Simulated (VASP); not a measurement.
Runs of VASP 6.6.1 on CuB. The structure is cubic, space group Pm-3m (No. 221). Conventional cell: a = 4.061 Å, b = 4.061 Å, c = 4.061 Å, α = 90.00°, β = 90.00°, γ = 90.00°. Cu (site symmetry 4/mmm) has 4 B at 2.03 Å as nearest neighbours. Around B (site symmetry 4/mmm) lie 4 Cu at 2.03 Å. The cell was built by a generator and needn't be a form met in nature.

```tsv
task	level	potentials or basis	cell	cutoff (eV)	smearing	optimiser	gap on the mesh (eV)	pressure (GPa)	relaxed volume (Å³/atom)
relaxation of the atoms	RPBE	VASP PAW PBE potentials, release 64 (Cu, B)	atoms relaxed	520	gaussian 0.05 eV	-	none	3.7	-
band structure	r2SCAN	VASP PAW PBE potentials, release 64 (Cu, B_h)	volume scaled by 0.96	900	fermi-dirac 0.05 eV	-	-	(a)	-
relaxation of cell and atoms	PBE	VASP PAW PBE potentials, release 64 (Cu, B)	relaxed	600	gaussian 0.05 eV	-	none	-0.1	11.18
single point	PBEsol+rVV10	VASP PAW PBE potentials, release 64 (Cu, B)	as given	520	gaussian 0.05 eV	-	none	-5.6	-
single point	PBE	VASP PAW PBE potentials, release 64 (Cu, B)	as given	520	fermi-dirac 0.05 eV	-	none	0.2	-
relaxation of cell and atoms	PW91+D3(BJ)	VASP PAW PBE potentials, release 64 (Cu, B)	relaxed from: volume scaled by 1.08	600	gaussian 0.05 eV	FIRE	none	0.1	(b)
```

Alike in all rows: no spin polarisation; k mesh 7 × 7 × 7.

Task: Estimate the missing entries.

Result: (a) 3.3; (b) 10.94.

Caveats: the PAW data sets were made with another functional, which shifts forces and pressure a little (some runs); pairwise dispersion overbinds metals, which lowers pressure and volume (some runs); the relaxation stopped at its first step, so nothing moved (some runs).

A gap of «none» marks a metal or a gap under the smearing width.
